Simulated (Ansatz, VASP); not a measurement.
# Cross-check of MoS2 between VASP and Ansatz, part 2 of 2

One calculation is typed for both programs; each brings its own data sets. How far apart do they land? The two relaxations start from unlike cells of this crystal (the structure described is Ansatz's start), so only their ends are compared.

VASP 6.6.1 and Ansatz 0.2.0.

So far: The starting structure; VASP: relaxation of cell and atoms, LDA; Ansatz: relaxation of cell and atoms, LDA.

## 4. Side by side

Known differences besides the potentials themselves: the two LDA forms differ slightly; fixed occupations in Ansatz, narrow Gaussian smearing in VASP; the cutoff is 420 eV in Ansatz and 500 eV in VASP; VASP's log shows a relativistic correction to its local exchange, Ansatz's none; Ansatz adds a Pulay correction to the stress that steers its cell, VASP none. Total energies have different zeros and are not compared.

Both answers:

| quantity | Ansatz | VASP | difference |
| --- | --- | --- | --- |
| volume (Å³) | 101.96 | 101.95 | +0.02 % |
| edge a after relaxation, in the typed setting (Å) | 3.122 | 3.123 | -0.03 % |
| edge c after relaxation, in the typed setting (Å) | 12.077 | 12.068 | +0.07 % |

## 5. Ansatz: relaxation of cell and atoms, PBE

The relaxed volume is the usual yardstick between codes: in a stiff, nearly cubic crystal its relative difference is about their pressure difference at one cell divided by the bulk modulus.

The two relaxations start from unlike cells of this crystal (the structure described is Ansatz's start), so only their ends are compared.

input.yaml reads:

```yaml
crystal:
  lattice:
    - [3.1415004292, 0.0, 0.0]
    - [-1.5707502146, 2.7206191777, 0.0]
    - [0.0, 0.0, 12.5814055939]
  atoms:
    - { symbol: Mo, position: [0.3333333333, 0.6666666667, 0.25] }
    - { symbol: Mo, position: [0.6666666667, 0.3333333333, 0.75] }
    - { symbol: S, position: [0.3333333333, 0.6666666667, 0.6260787945] }
    - { symbol: S, position: [0.6666666667, 0.3333333333, 0.1260787945] }
    - { symbol: S, position: [0.3333333333, 0.6666666667, 0.8739212055] }
    - { symbol: S, position: [0.6666666667, 0.3333333333, 0.3739212055] }
kpoints:
  mp_grid: { grid: [12, 12, 3] }
hamiltonian:
  xc: pbe
  pseudopotentials: { kind: paw, azcp: { folder: soft_1 } }
scf:
  occupations: { method: fixed }
output:
  forces: true
  stress: true
  eigenvalues: true
relax:
  adjacent_minimum: "off"
  f_tol: 0.001
  max_steps: 60
  cell: { stress_tol: 0.01 }
```

The run is started by

```
> ansatz run input.yaml --threads 4 --pin off --max-ram 16384MiB --backend cpu --events-out ev --progress --plain --runs-dir out
```

Numbers of over 12 decimals in the logs are rounded to 6 here.

Log:

```text
[...]
Crystal: 6 atoms, lattice volume = 107.531 Å³
Basis set: ecut = 420 eV, 2059 PW (Γ), exchange–correlation on 48×48×180 points (8 copies of the dense FFT grid, shifted against one another)
Bands: 32, of which v1, the nominal top of the filled ones, is band 26 counted from 1 (25 counted from 0)
Symmetry: 24 space group operations
[...]
k-points: 38 of 432
[...]
cell:  # Å, volume = 129.7938 Å³
    - [3.185227, 0, 0]
    - [-1.592614, 2.758488, 0]
    - [0, 0, 14.772114]
  atoms:
    - { symbol: Mo, position: [0.333333, 0.666667, 0.250000] }
    - { symbol: Mo, position: [0.666667, 0.333333, 0.750000] }
    - { symbol: S, position: [0.333333, 0.666667, 0.644220] }
    - { symbol: S, position: [0.666667, 0.333333, 0.144220] }
    - { symbol: S, position: [0.333333, 0.666667, 0.855780] }
    - { symbol: S, position: [0.666667, 0.333333, 0.355780] }
[key lines of the parts left out:]
SCF converged after 7 iterations
Free energy (F): -13525.710836 eV
Fermi energy:    7.622765 eV
P = ⅓ Tr σ = -0.0054 GPa (-0.054 kbar)
```

## 6. VASP: relaxation of cell and atoms, PBE

Its own start cell and the same functional and mesh now go to VASP, with its own data sets.

INCAR reads:

```
SYSTEM = MoS2
PREC = Accurate
ENCUT = 500
EDIFF = 1E-07
NELM = 120
ISMEAR = 0
SIGMA = 0.01
LREAL = .FALSE.
ALGO = Normal
GGA = PE
NBANDS = 32
LASPH = .TRUE.
LORBIT = 11
LWAVE = .FALSE.
LCHARG = .FALSE.
ISIF = 3
IBRION = 2
NSW = 80
EDIFFG = -0.005
GGA_COMPAT = .FALSE.
NELMIN = 4
EFERMI = MIDGAP
KPAR = 2
```

POSCAR reads:

```
MoS2
1.0
    3.1842713392      0.0000000000      0.0000000000
   -1.5921356696      2.7576600741      0.0000000000
    0.0000000000      0.0000000000     13.8911667529
Mo S
2 4
Direct
    0.3333333333      0.6666666667      0.2499999603
    0.6666666667      0.3333333333      0.7499999603
    0.3333333333      0.6666666667      0.6375627095
    0.6666666667      0.3333333333      0.1375627095
    0.3333333333      0.6666666667      0.8624372110
    0.6666666667      0.3333333333      0.3624372110
```

KPOINTS reads:

```
Automatic mesh
0
Gamma
12 12 3
0 0 0
```

The projector-augmented-wave data sets are Mo_sv and S (PBE family, release 64).

The run is started by

```
> mpirun -np 2 vasp_std
```

Log:

```text
[banner, memory and clock lines left out]
running    2 mpi-ranks, on    1 nodes
[...]
LDA part: xc-table for (Slater+PW92), standard interpolation
 POSCAR, INCAR and KPOINTS ok, starting setup
[...]
entering main loop
       N       E                     dE             d eps       ncg     rms          rms(c)
DAV:   1     0.434691778541E+03    0.43469E+03   -0.28967E+04  2736   0.147E+03
DAV:   2    -0.231634600460E+02   -0.45786E+03   -0.44638E+03  2984   0.374E+02
DAV:   3    -0.462192834194E+02   -0.23056E+02   -0.22849E+02  3144   0.752E+01
DAV:   4    -0.467287573555E+02   -0.50947E+00   -0.50817E+00  2984   0.113E+01
[...]
DAV:  16    -0.437109176958E+02    0.13407E-06   -0.13431E-06  2960   0.643E-03    0.167E-03
DAV:  17    -0.437109177982E+02   -0.10233E-06   -0.80561E-08  2040   0.170E-03    0.375E-04
DAV:  18    -0.437109177872E+02    0.10931E-07   -0.75032E-09  1704   0.488E-04
   1 F= -.43710918E+02 E0= -.43710918E+02  d E =-.437109E+02
[... from here on, the cycles between the ionic steps are left out ...]
   2 F= -.43710917E+02 E0= -.43710917E+02  d E =0.128044E-05
   3 F= -.43710946E+02 E0= -.43710946E+02  d E =-.281002E-04
  12 F= -.43712541E+02 E0= -.43712541E+02  d E =-.878400E-04
  13 F= -.43712626E+02 E0= -.43712626E+02  d E =-.173730E-03
  14 F= -.43712637E+02 E0= -.43712637E+02  d E =-.184427E-03
  15 F= -.43712658E+02 E0= -.43712658E+02  d E =-.205533E-03
  16 F= -.43712658E+02 E0= -.43712658E+02  d E =-.205267E-03
  17 F= -.43712658E+02 E0= -.43712658E+02  d E =-.205600E-03
  18 F= -.43712660E+02 E0= -.43712660E+02  d E =-.179549E-05
  19 F= -.43712665E+02 E0= -.43712665E+02  d E =-.637798E-05
  20 F= -.43712670E+02 E0= -.43712670E+02  d E =-.117473E-04
[...]
reached required accuracy - stopping structural energy minimisation
```

Parts of OUTCAR (step 6):

```text
  Total        0.0054966      0.0054966      0.0147451      0.0000000      0.0000000     -0.0000000
  in kB        0.0697548      0.0697548      0.1871230      0.0000000      0.0000000     -0.0000000
  external PRESSURE =       0.1088775 kB  Pullay stress =       0.0000000 kB

 POSITION                                       TOTAL-FORCE (eV/Angst)
 -----------------------------------------------------------------------------------
     -0.00000      1.83856      3.59387        -0.000000     -0.000000      0.000000
      1.59224      0.91928     10.78160         0.000000      0.000000      0.000000
     -0.00000      1.83856      9.21971         0.000000     -0.000000     -0.003130
      1.59224      0.91928      2.03198        -0.000000     -0.000000     -0.003130
     -0.00000      1.83856     12.34348         0.000000      0.000000      0.003130
      1.59224      0.91928      5.15575        -0.000000      0.000000      0.003130
 -----------------------------------------------------------------------------------
    total drift:                               -0.000000      0.000000      0.001979

  FREE ENERGIE OF THE ION-ELECTRON SYSTEM (eV)
  ---------------------------------------------------
  free  energy   TOTEN  =       -43.7126700547 eV

  energy  without entropy=      -43.7126700547  energy(sigma->0) =      -43.71267005

[... 2 parts as in an earlier step ...]

[... 2 further parts left out ...]
[key lines of the parts left out:]
E-fermi :   5.8620
```

## 7. Comparison

Both answers:

| quantity | Ansatz | VASP | difference |
| --- | --- | --- | --- |
| volume (Å³) | 129.79 | 126.25 | +2.81 % |
| edge a after relaxation, in the typed setting (Å) | 3.185 | 3.184 | +0.02 % |
| edge c after relaxation, in the typed setting (Å) | 14.772 | 14.376 | +2.76 % |

## 8. Results

```json
{"difference in edge c after relaxation, in the typed setting (relaxation of cell and atoms, LDA)": "0.075 %", "difference in volume (relaxation of cell and atoms, PBE)": "2.8 %"}
```

The difference in volume is 2.8 % (relaxation of cell and atoms, PBE), beyond the 1.2 % picked in this series as the mark of a large difference, as far as the stopping tolerances let one tell. What causes the difference of the relaxation of cell and atoms, PBE pair stays open here. 1 further run of this series is not shown here. How closely two codes agree says nothing of how well the functional describes the real material.

[Lines on the potential files, build, host, timing and source positions are cut from VASP's logs without a mark.]

[Logs are printed without paths, hosts, clocks, repeated set-up lines and the standing remarks that a program may print on its own settings, such as how far it seeks lower states.]

[Hosts, paths, dates, database ids (printed as entryN), source tags and the programs' standing remarks are cut or masked in the printed files.]
